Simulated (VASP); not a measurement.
Output of a VASP run:

OUTCAR:
```
 ion  position               nearest neighbor table
   1  0.000  0.000  0.000-   4 2.61   4 2.61   4 2.61   3 2.61   3 2.61   3 2.61
   2  0.500  0.500  0.500-   3 2.61   3 2.61   3 2.61   4 2.61   4 2.61   4 2.61
   3  0.250  0.250  0.250-   1 2.61   1 2.61   1 2.61   2 2.61   2 2.61   2 2.61
   4  0.750  0.750  0.750-   2 2.61   2 2.61   2 2.61   1 2.61   1 2.61   1 2.61
  LATTYP: Found a trigonal (rhomboedric) cell.
 ALAT       =     6.3931682287
 COS(alpha) =     0.8333333333
 Subroutine PRICEL returns following result:
  LATTYP: Found a face centered cubic cell.
 ALAT       =     5.2200000000
 Subroutine GETGRP returns: Found 12 space group operations
The static configuration has the point symmetry D_3d.
The dynamic configuration has the point symmetry D_3d.
The overall configuration has the point symmetry D_3d.
 Subroutine INISYM returns: Found 12 space group operations
 Subroutine IBZKPT returns following result:
 Found      4 irreducible k-points:

 Following reciprocal coordinates:
            Coordinates               Weight
  0.000000  0.000000  0.000000      1.000000
  0.500000 -0.000000 -0.000000      3.000000
  0.500000  0.500000  0.000000      3.000000
  0.500000  0.500000  0.500000      1.000000
   k-points           NKPTS =      4   k-points in BZ     NKDIM =      4   number of bands    NBANDS=     23
   number of dos      NEDOS =    301   number of ions     NIONS =      4
   total plane-waves  NPLWV =  74088
   dimension x,y,z NGX =    42 NGY =   42 NGZ =   42
   dimension x,y,z NGXF=    84 NGYF=   84 NGZF=   84
   ions per type =               2   2
   PREC   = accura    normal or accurate (medium, high low for compatibility)
   ISTART =      0    job   : 0-new  1-cont  2-samecut
   ICHARG =      2    charge: 1-file 2-atom 10-const
   ISPIN  =      2    spin polarized calculation?
   LNONCOLLINEAR =      F non collinear calculations
   LSORBIT =      F    spin-orbit coupling
   INIWAV =      1    electr: 0-lowe 1-rand  2-diag
   ENCUT  =  400.0 eV  29.40 Ry    5.42 a.u.  10.43 10.43 10.43*2*pi/ulx,y,z
   NELM   =    100;   NELMIN=  2; NELMDL= -5     # of ELM steps
   EDIFF  = 0.1E-05   stopping-criterion for ELM
   LREAL  =      F    real-space projection
   NLSPLINE    = F    spline interpolate recip. space projectors
   LMAXMIX     =    4 max onsite mixed and CHGCAR
   VOSKOWN=      0    Vosko Wilk Nusair interpolation
   EDIFFG = 0.1E-04   stopping-criterion for IOM
   NSW    =      0    number of steps for IOM
   NBLOCK =      1;   KBLOCK =      1    inner block; outer block
   IBRION =     -1    ionic relax: 0-MD 1-quasi-New 2-CG
   NFREE  =      0    steps in history (QN), initial steepest desc. (CG)
   ISIF   =      2    stress and relaxation
   ISYM   =      2    0-nonsym 1-usesym 2-fastsym
   TEIN   =    0.0    initial temperature
   TEBEG  =    0.0;   TEEND  =   0.0 temperature during run
   SMASS  =  -3.00    Nose mass-parameter (am)
   PSTRESS=    0.0 pullay stress
   NELECT =      38.0000    total number of electrons
   EFERMI =   0.00;   METHOD = LEGACY
   ISMEAR =     0;   SIGMA  =   0.05  broadening in eV -4-tet -1-fermi 0-gaus
   IALGO  =     38    algorithm
   LDIAG  =      T    sub-space diagonalisation (order eigenvalues)
   IMIX   =      4    mixing-type and parameters
     AMIX     =   0.40;   BMIX     =  1.00
     AMIX_MAG =   1.60;   BMIX_MAG =  1.00
     AMIN     =   0.10
   GGA     = PE    functional components
   VOSKOWN =     0    Vosko Wilk Nusair interpolation
   LHFCALC =     F    Hartree Fock is set to
   LHFONE  =     F    Hartree Fock one center treatment
   AEXX    =    0.0000 exact exchange contribution
   IVDW    =     0    specifies the selected vdW correction
   LEPSILON=     F    determine dielectric tensor
   LRPA    =     F    only Hartree local field effects (RPA)
  energy-cutoff  :      400.00
  volume of cell :       71.12
      direct lattice vectors                 reciprocal lattice vectors
     5.220000000  2.610000000  2.610000000     0.287356322 -0.095785441 -0.095785441
     2.610000000  5.220000000  2.610000000    -0.095785441  0.287356322 -0.095785441
     2.610000000  2.610000000  5.220000000    -0.095785441 -0.095785441  0.287356322
 k-point     1 :   0.0000 0.0000 0.0000  plane waves:    1273
...
```

**OSZICAR**
```
       N       E                     dE             d eps       ncg     rms          rms(c)
DAV:   1     0.332731550305E+03    0.33273E+03   -0.19045E+04   424   0.148E+03
DAV:   2     0.459042618122E+01   -0.32814E+03   -0.32418E+03   375   0.429E+02
DAV:   3    -0.287919857716E+02   -0.33382E+02   -0.32912E+02   546   0.122E+02
DAV:   4    -0.297230900154E+02   -0.93110E+00   -0.93069E+00   410   0.205E+01
DAV:   5    -0.297448079379E+02   -0.21718E-01   -0.21697E-01   473   0.358E+00    0.155E+01
DAV:   6    -0.271728261423E+02    0.25720E+01   -0.21790E+01   509   0.406E+01    0.127E+01
DAV:   7    -0.274338238690E+02   -0.26100E+00   -0.18384E+00   405   0.118E+01    0.780E+00
DAV:   8    -0.274548506764E+02   -0.21027E-01   -0.34929E-01   470   0.591E+00    0.354E+00
DAV:   9    -0.274516593664E+02    0.31913E-02   -0.62721E-02   477   0.228E+00    0.741E-01
DAV:  10    -0.274571921576E+02   -0.55328E-02   -0.41795E-03   482   0.647E-01    0.233E-01
DAV:  11    -0.274577661352E+02   -0.57398E-03   -0.61940E-04   382   0.226E-01    0.161E-01
DAV:  12    -0.274579515418E+02   -0.18541E-03   -0.25045E-04   431   0.967E-02    0.779E-02
DAV:  13    -0.274579996254E+02   -0.48084E-04   -0.50992E-05   459   0.573E-02    0.151E-02
DAV:  14    -0.274580002123E+02   -0.58690E-06   -0.14978E-05   431   0.212E-02    0.646E-03
DAV:  15    -0.274580009702E+02   -0.75788E-06   -0.12070E-06   212   0.130E-02
   1 F= -.27458001E+02 E0= -.27458001E+02  d E =-.671406E-14  mag=     0.0000
```

### OUTCAR
```
------------------------ aborting loop because EDIFF is reached ----------------------------------------
  FORCE on cell =-STRESS in cart. coord.  units (eV):
  Direction    XX          YY          ZZ          XY          YZ          ZX
  --------------------------------------------------------------------------------------
  Total       -1.2328555     -1.2328555     -1.2328555     -1.2819622     -1.2819622     -1.2819622
  in kB      -27.7741795    -27.7741795    -27.7741795    -28.8804715    -28.8804715    -28.8804715
  external PRESSURE =     -27.7741795 kB  Pullay stress =       0.0000000 kB
  volume of cell :       71.12
      direct lattice vectors                 reciprocal lattice vectors
     5.220000000  2.610000000  2.610000000     0.287356322 -0.095785441 -0.095785441
     2.610000000  5.220000000  2.610000000    -0.095785441  0.287356322 -0.095785441
     2.610000000  2.610000000  5.220000000    -0.095785441 -0.095785441  0.287356322
 POSITION                                       TOTAL-FORCE (eV/Angst)
 -----------------------------------------------------------------------------------
      0.00000      0.00000      0.00000         0.000000     -0.000000      0.000000
      5.22000      5.22000      5.22000         0.000000     -0.000000      0.000000
      2.61000      2.61000      2.61000        -0.000000      0.000000      0.000000
      7.83000      7.83000      7.83000         0.000000      0.000000     -0.000000
 -----------------------------------------------------------------------------------
    total drift:                                0.000000     -0.000000     -0.000000
  FREE ENERGIE OF THE ION-ELECTRON SYSTEM (eV)
  ---------------------------------------------------
  free  energy   TOTEN  =       -27.4580009702 eV

  energy  without entropy=      -27.4580009702  energy(sigma->0) =      -27.45800097

 total charge

# of ion       s       p       d       tot
------------------------------------------
    1        0.182   6.155   4.977  11.313
    2        0.182   6.155   4.977  11.313
    3        1.304   2.452   0.000   3.756
    4        1.304   2.452   0.000   3.756
--------------------------------------------------
tot          2.971  17.215   9.954  30.140

 magnetization (x)

# of ion       s       p       d       tot
------------------------------------------
    1        0.037   0.012   4.100   4.148
    2       -0.037  -0.012  -4.100  -4.148
    3        0.000   0.000   0.000   0.000
    4        0.000   0.000   0.000   0.000
--------------------------------------------------
tot          0.000   0.000   0.000   0.000
```
(Selected blocks of OUTCAR.)

File POSCAR:
```
MnS
1
    5.2200000000     2.6100000000     2.6100000000
    2.6100000000     5.2200000000     2.6100000000
    2.6100000000     2.6100000000     5.2200000000
Mn S
2 2
Direct
  0.0000000000   0.0000000000   0.0000000000
  0.5000000000   0.5000000000   0.5000000000
  0.2500000000   0.2500000000   0.2500000000
  0.7500000000   0.7500000000   0.7500000000
```

Task: Write an INCAR and KPOINTS that could have produced this output.

Result: One answer among several that fit: the input of the run itself, PBE GGA, plane waves, VASP's PBE PAW potentials (set 64).

**KPOINTS**
```
Automatic mesh
0
Gamma
2 2 2
0 0 0
```

INCAR:
```
# general
SYSTEM   =  MnS
PREC     =  Accurate
ENCUT    =  400
LREAL    =  .FALSE.
LASPH    =  .TRUE.

# electronic loop
EDIFF    =  1E-6
NELM     =  100
ALGO     =  Normal
LMAXMIX  =  4

# smearing
ISMEAR   =  0
SIGMA    =  0.05

# functional
GGA      =  PE

# spin
ISPIN    =  2
MAGMOM   =  5.0 -5.0 2*0.0

# ions
ISIF     =  2

# output
LWAVE    =  .FALSE.
LCHARG   =  .FALSE.
LORBIT   =  10
```

POTCAR, in this order: Mn_pv S (PBE.64 set). Program: vasp_std.

The compound is MnS in the rock salt, AFM-II order structure. The cell was not relaxed at this level. The k-mesh is coarse (spacing up to 1.00 per Å, 2π included), so the numbers may not be converged in it. The run is one of a series of settings (KPOINTS 2×2×2 Γ-centred mesh against the base run), some of them coarse on purpose.
